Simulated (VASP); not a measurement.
TiSn: single point with PBE

The system is TiSn.

```
Ti Sn
1.0
     5.72599    0.00000    0.00000
    -2.86299    4.95885    0.00000
     0.00000    0.00000    4.80480
Ti Sn
3 3
Direct
  0.00000 0.50000 0.00000
  0.50000 0.00000 0.00000
  0.50000 0.50000 0.00000
  0.66667 0.33333 0.50000
  0.33333 0.66667 0.50000
  0.00000 0.00000 0.00000
```

The cell was built by a generator and needn't be a form met in nature.

| Property | Result |
| --- | --- |
| Program | VASP 6.6.1 |
| Task | single point |
| Functional | PBE |
| Potentials or basis | VASP PAW PBE potentials, release 64 (Ti_sv, Sn_d) |
| Cutoff | 520 eV |
| k mesh | 6 × 6 × 6 |
| Occupations | gaussian, width 0.1 eV |
| Spin | collinear spin, ferromagnetic start |
| Starting moments | [1.5, 1.5, 1.5, 0.0, 0.0, 0.0] μB |

```
Pressure                                              : 0.2 GPa
Band gap on the k mesh                                : none (metal or under the smearing width)
Net moment                                            : 1.18 μB per cell
Site moments                                          : Ti +0.30; Sn -0.01, -0.00 μB
Valence electrons inside the program's atomic spheres : Ti 10.24; Sn 12.36, 12.39
```

Stress tensor (GPa, compression positive):
```
0.04 0.00 0.00
0.00 0.04 0.00
0.00 0.00 0.38
```

Levels at points of the mesh, in eV from the Fermi level:
Spin up:
| k point | band 36 | band 37 | band 38 | band 39 | band 40 | band 41 | band 42 | band 43 | band 44 | band 45 |
| --- | --- | --- | --- | --- | --- | --- | --- | --- | --- | --- |
| (0.00, 0.00, 0.00) | -1.56 | -1.56 | -0.69 | -0.69 | -0.04 | -0.04 | 1.95 | 1.95 | 1.96 | 2.20 |
| (0.50, 0.00, 0.00) | -0.99 | -0.98 | -0.95 | -0.40 | 0.01 | 0.59 | 1.01 | 1.08 | 1.95 | 2.15 |
| (0.00, 0.00, 0.50) | -1.11 | -1.11 | -0.80 | -0.74 | -0.74 | -0.59 | 0.34 | 1.06 | 1.06 | 1.90 |
| (0.50, 0.00, 0.50) | -1.73 | -0.37 | 0.16 | 0.28 | 0.37 | 0.38 | 0.67 | 0.83 | 1.04 | 1.33 |
Spin down:
```csv
k point,band 35,band 36,band 37,band 38,band 39,band 40,band 41,band 42
"(0.00, 0.00, 0.00)",-1.72,-1.46,-1.46,-0.22,-0.22,0.16,0.16,2.09
"(0.50, 0.00, 0.00)",-0.89,-0.88,-0.82,-0.80,0.08,0.50,0.79,1.14
"(0.00, 0.00, 0.50)",-1.04,-0.68,-0.62,-0.62,-0.57,-0.57,-0.37,0.32
"(0.50, 0.00, 0.50)",-1.86,-1.62,0.04,0.50,0.52,0.53,0.85,0.90
```

It took 4.6 min on 2 MPI ranks on Intel(R) Xeon(R) Platinum 8259CL CPU @ 2.50GHz (Skylake/Cascade Lake), on a shared host, peak memory 0.49 GiB a rank.
